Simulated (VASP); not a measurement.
Calculation: LDA (Ceperley-Alder, Perdew-Zunger), VASP's LDA PAW potentials (set 64) (plane waves; VASP).

VASP input:

INCAR:
```
SYSTEM  =  V
PREC  =  Accurate; ENCUT  =  500; LREAL  =  .FALSE.
LASPH  =  .TRUE.
EDIFF  =  1E-6; NELM  =  100; ALGO  =  Normal
LMAXMIX  =  4
ISMEAR  =  1; SIGMA  =  0.1
IBRION  =  2; NSW  =  40; ISIF  =  3
EDIFFG  =  -0.02
LWAVE  =  .FALSE.; LCHARG  =  .FALSE.
```

### KPOINTS
```
Regular mesh
0
Gamma
17 17 17
0 0 0
```

POSCAR:
```
V
1
   -1.4598859748     1.4598859748     1.4598859748
    1.4598859748    -1.4598859748     1.4598859748
    1.4598859748     1.4598859748    -1.4598859748
V
1
Direct
  0.0000000000   0.0000000000   0.0000000000
```

POTCAR, in this order: V_sv (LDA.64 set). Program: vasp_std.

Problem. What does the run give for the energy per atom (σ→0), volume per atom, band gap (on the k-mesh)?

Solution. 
```json
{
  "energy per atom (σ→0)": "-9.946 eV/atom",
  "band gap (on the k-mesh)": "none (metal, semimetal or under 0.01 eV)",
  "volume_per_atom": "12.55 Å³/atom"
}
```

File OSZICAR:
```
...
   2 F= -.99451073E+01 E0= -.99449443E+01  d E =0.503795E-03
       N       E                     dE             d eps       ncg     rms          rms(c)
DAV:   1    -0.997459517788E+01   -0.29487E-01   -0.60488E-01  3300   0.140E+01    0.196E+00
DAV:   2    -0.994674169269E+01    0.27853E-01   -0.12233E-01  3310   0.532E+00    0.391E-01
DAV:   3    -0.994636489596E+01    0.37680E-03   -0.36501E-04  3300   0.280E-01    0.226E-01
DAV:   4    -0.994617846166E+01    0.18643E-03   -0.26892E-04  3304   0.207E-01    0.136E-02
DAV:   5    -0.994617933781E+01   -0.87615E-06   -0.40999E-06  3222   0.303E-02
   3 F= -.99461793E+01 E0= -.99460420E+01  d E =-.568200E-03
```

The compound is V in the bcc structure. This run relaxes it. Symmetry was kept, so distortions that lower it aren't found. The run is not spin-polarised, so no magnetic state was tried.
